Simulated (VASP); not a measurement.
These are PBE GGA, VASP's PBE PAW potentials (set 64) (plane waves; VASP 6.6.1) values and carry that method's errors.

VASP ran on this input.

### INCAR
```
ALGO = Normal
EDIFF = 1E-6
ENCUT = 300
GGA = PE
ISIF = 2
ISMEAR = -1
LASPH = .TRUE.
LCHARG = .FALSE.
LMAXMIX = 4
LREAL = .FALSE.
LWAVE = .FALSE.
NELM = 100
PREC = Accurate
SIGMA = 0.1
SYSTEM = Be3As2
```

KPOINTS_OPT:
```
k-points along high-symmetry lines
6
Line-mode
Reciprocal
  0.000000   0.000000   0.000000 ! GAMMA
  0.500000   0.000000   0.000000 ! M

  0.500000   0.000000   0.000000 ! M
  0.333333   0.333333   0.000000 ! K

  0.333333   0.333333   0.000000 ! K
  0.000000   0.000000   0.000000 ! GAMMA

  0.000000   0.000000   0.000000 ! GAMMA
  0.000000   0.000000   0.500000 ! A

  0.000000   0.000000   0.500000 ! A
  0.500000   0.000000   0.500000 ! L

  0.500000   0.000000   0.500000 ! L
  0.333333   0.333333   0.500000 ! H

  0.333333   0.333333   0.500000 ! H
  0.000000   0.000000   0.500000 ! A

  0.500000   0.000000   0.500000 ! L
  0.500000   0.000000   0.000000 ! M

  0.333333   0.333333   0.500000 ! H
  0.333333   0.333333   0.000000 ! K
```

### KPOINTS
```
Automatic mesh
0
Gamma
8 8 5
0 0 0
```

File POSCAR:
```
Be3As2
1
    3.6783430000     0.0000000000     0.0000000000
   -1.8391720000     3.1855390000     0.0000000000
    0.0000000000     0.0000000000     5.7314160000
As Be
2 3
Direct
  0.3333330000   0.6666670000   0.2467000000
  0.6666670000   0.3333330000   0.7533000000
  0.0000000000   0.0000000000   0.0000000000
  0.3333330000   0.6666670000   0.6470000000
  0.6666670000   0.3333330000   0.3530000000
```

POTCAR, in this order: As Be (PBE.64 set). Program: vasp_std.

At this cut-off the stress carries a Pulay error, which pulls relaxed volumes low.

What does the run give for the energy per atom (σ→0), pressure, largest force, band gap (over mesh and band path)?

```
Quantity                                                               Value
----------------------------------  ----------------------------------------
energy per atom (σ→0)                                         -4.012 eV/atom
band gap (over mesh and band path)  none (metal, semimetal or under 0.01 eV)
pressure                                                            4.76 GPa
largest force                                                     0.667 eV/Å
```

### OSZICAR
```
...
DAV:   9    -0.200612806134E+02   -0.44252E-03   -0.12834E-03  1144   0.290E-01    0.724E-02
DAV:  10    -0.200613957476E+02   -0.11513E-03   -0.40049E-04  1096   0.129E-01    0.206E-02
DAV:  11    -0.200613848658E+02    0.10882E-04   -0.42123E-05  1192   0.426E-02    0.106E-02
DAV:  12    -0.200613861529E+02   -0.12871E-05   -0.11238E-05  1152   0.206E-02    0.366E-03
DAV:  13    -0.200613861478E+02    0.51172E-08   -0.85569E-07   704   0.579E-03
   1 F= -.20061386E+02 E0= -.20057821E+02  d E =-.713038E-02
       N       E                     dE             ncg
       N       E                     dE             ncg
```

The structure was generated: Be3As2 was put into an ordered model structure, which need not be its known phase. The cell was not relaxed at this level.
